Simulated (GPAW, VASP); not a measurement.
Given: the input of a run of GPAW 26.7.0 (ASE script) on Hf3Be. Atoms were shifted at random by some hundredths of an Å from the given cell, which wasn't relaxed again for these runs. The cell comes from a database or a generator and needn't be the stable form of this composition.

run.py

```python
from ase.dft.bandgap import bandgap
from ase.io import read, write
from ase.units import GPa
from gpaw import GPAW, PW

atoms = read('POSCAR')

calc = GPAW(mode=PW(800),
            xc='PBE',
            kpts={'size': (9, 9, 9), 'gamma': True},
            occupations={'name': 'fermi-dirac', 'width': 0.05},
            nbands=37,
            convergence={'density': 1e-05, 'energy': 1e-05},
            maxiter=150,
            txt='gpaw.txt')
atoms.calc = calc
energy = atoms.get_potential_energy()
forces = atoms.get_forces()
stress = atoms.get_stress()
calc.write('gs.gpw')
write('result.traj', atoms)
print(f'Energy: {energy:.6f} eV')
print('Forces (eV/A):')
print(forces.round(4))
print('Stress (GPa):', (stress / GPa).round(3))
print('Fermi level:', round(calc.get_fermi_level(), 4), 'eV')
print(f'Gap: {bandgap(calc)[0]:.4f} eV, direct: {bandgap(calc, direct=True)[0]:.4f} eV')
```

The input POSCAR:

```
Hf3Be
1.0
   -2.0920000000      2.0920000000      4.3530460000
    2.0920000000     -2.0920000000      4.3530460000
    2.0920000000      2.0920000000     -4.3530460000
Hf Be
3 1
Direct
    0.4907120000      0.4988100000     -0.0066420000
    0.2588150000      0.7514500000      0.5169170000
    0.7550330000      0.2549710000      0.4987760000
    0.0042110000     -0.0085460000     -0.0048460000
```

Potentials or basis: GPAW PAW data sets (gpaw-data 1.2.1), pw.

The run is started by

```console
$ OMP_NUM_THREADS=1 python run.py
```

Question: Set up the same calculation for VASP 6.6.1. Potentials or basis there: PBE PAW files Be, Hf_pv, 520 eV.

Answer: As run (cutoffs and basis follow the program's own potentials, and thresholds, step limits or extra output files can differ):

The input INCAR:

```
SYSTEM = Hf3Be
PREC = Accurate ; ENCUT = 520
EDIFF = 1E-7 ; ISMEAR = -1
SIGMA = 0.05 ; LREAL = .False.
LASPH = .True. ; NELM = 80
ALGO = Normal ; ISIF = 2
LWAVE = .False. ; LCHARG = .True.
GGA = PE ; LELF = .True.
LVHAR = .True. ; NBANDS = 24
```

Contents of KPOINTS:

```
regular mesh
0
Gamma
  9 9 9
  0 0 0
```

The input POSCAR:

```
Hf3Be
1.0
   -2.0920000000      2.0920000000      4.3530460000
    2.0920000000     -2.0920000000      4.3530460000
    2.0920000000      2.0920000000     -4.3530460000
Hf Be
3 1
Direct
    0.4907120000      0.4988100000     -0.0066420000
    0.2588150000      0.7514500000      0.5169170000
    0.7550330000      0.2549710000      0.4987760000
    0.0042110000     -0.0085460000     -0.0048460000
```

Potentials or basis: VASP PAW PBE potentials, release 64 (Hf_pv, Be).

Command:

```sh
$ cat potpaw_PBE.64/Hf_pv/POTCAR potpaw_PBE.64/Be/POTCAR > POTCAR
$ mpirun -np 1 vasp_std > vasp.out
```

Both were run:

|  | GPAW | VASP |
| --- | --- | --- |
| Pressure | 0.7 GPa | -0.1 GPa |
| Largest force | 0.771 eV/Å | 0.753 eV/Å |

The potentials hold 38 and 32 valence electrons a cell.

Pressure is positive in compression.
